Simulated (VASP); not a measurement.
OSZICAR of a VASP run on V (bcc):

OSZICAR:
```
       N       E                     dE             d eps       ncg     rms          rms(c)
DAV:   1     0.874833222360E+02    0.87483E+02   -0.73788E+03  3300   0.144E+03
DAV:   2    -0.599919069682E+01   -0.93483E+02   -0.91556E+02  3374   0.370E+02
DAV:   3    -0.746839438875E+01   -0.14692E+01   -0.14457E+01  3456   0.542E+01
DAV:   4    -0.747744198958E+01   -0.90476E-02   -0.89034E-02  3354   0.436E+00
DAV:   5    -0.747754069523E+01   -0.98706E-04   -0.98703E-04  3404   0.460E-01    0.209E+01
DAV:   6    -0.630285202928E+01    0.11747E+01   -0.43838E+00  3316   0.323E+01    0.310E+00
DAV:   7    -0.628059758914E+01    0.22254E-01   -0.31675E-02  3330   0.231E+00    0.132E+00
DAV:   8    -0.627343719877E+01    0.71604E-02   -0.71107E-03  3310   0.151E+00    0.612E-02
DAV:   9    -0.627342686334E+01    0.10335E-04   -0.15151E-04  3352   0.213E-01    0.318E-02
DAV:  10    -0.627343812915E+01   -0.11266E-04   -0.99442E-06  3314   0.388E-02    0.287E-03
DAV:  11    -0.627343827338E+01   -0.14422E-06   -0.30328E-07  3314   0.798E-03    0.769E-04
DAV:  12    -0.627343852711E+01   -0.25373E-06   -0.17937E-08  1662   0.218E-03    0.306E-04
DAV:  13    -0.627343854520E+01   -0.18095E-07   -0.12288E-09  1650   0.524E-04
   1 F= -.62734385E+01 E0= -.62732996E+01  d E =-.416771E-03
```

### Question
Which electronic solver shows in the log?

### Answer
It is blocked Davidson (ALGO = Normal, or the opening steps of other solvers). The INCAR had ALGO = Normal.

### Question
How was spin treated?

### Answer
Without spin polarisation: there is no mag entry.

### Question
Can the final energy be trusted as converged?

### Answer
Self-consistency was reached. It stopped with EDIFF = 1E-7, NELM = 100 (rev-vdW-DF2, plane waves, VASP's PBE PAW potentials (set 64)).

The compound is V in the bcc structure. This cell is one point of a volume scan, at 0.94 of the reference volume. The run is not spin-polarised, so no magnetic state was tried.
